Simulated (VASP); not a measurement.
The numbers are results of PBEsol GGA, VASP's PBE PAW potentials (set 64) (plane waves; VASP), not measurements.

VASP input:

### KPOINTS
```
Automatic mesh
0
Gamma
4 4 3
0 0 0
```

INCAR:
```
ISIF=2
NELM=100
PREC=Accurate
LWAVE=.False.
LASPH=.True.   # aspherical one-centre terms
SIGMA=0.1   # width (eV)
ENCUT=400   # plane-wave cut-off (eV)
GGA=PS
LREAL=.False.   # projection in real space or not
ISMEAR=-1
SYSTEM=Hf2B
LMAXMIX=6
EDIFF=1E-6   # SCF stop (eV)
ALGO=Normal
LCHARG=.False.
```

POSCAR:
```
Hf2B
11.234760
  0.4080718235   0.0000000000   0.0000000000
 -0.2040358673   0.3534005177   0.0000000000
  0.0000000000   0.0000000000   0.5000000000
B Hf
2 4
Cartesian
 -0.0000001744   0.2356004629   0.1250000000
  0.2040361306   0.1178000548   0.3750000000
  0.0000000000   0.0000000000   0.0000000000
  0.0000000000   0.0000000000   0.2500000000
 -0.0000001744   0.2356004629   0.3750000000
  0.2040361306   0.1178000548   0.1250000000
```

POTCAR, in this order: B Hf_pv (PBE.64 set). Program: vasp_std.

Problem. What will the output report for the number of irreducible k-points (NKPTS), largest plane-wave count, number of space-group operations, FFT grid (NGX, NGY, NGZ)?

Solution. 
```json
{
  "number of irreducible k-points (NKPTS)": "8",
  "largest_plane_wave_count": "1881",
  "number_of_space_group_operations": "24",
  "FFT grid (NGX, NGY, NGZ)": "30 × 30 × 40"
}
```

The structure was generated: Hf2B was put into an ordered model structure, which need not be its known phase. The cell was not relaxed at this level. The k-mesh is coarse (spacing up to 0.40 per Å, 2π included), so the numbers may not be converged in it. The run is one of a series of settings (GGA = PS against the base run), some of them coarse on purpose.
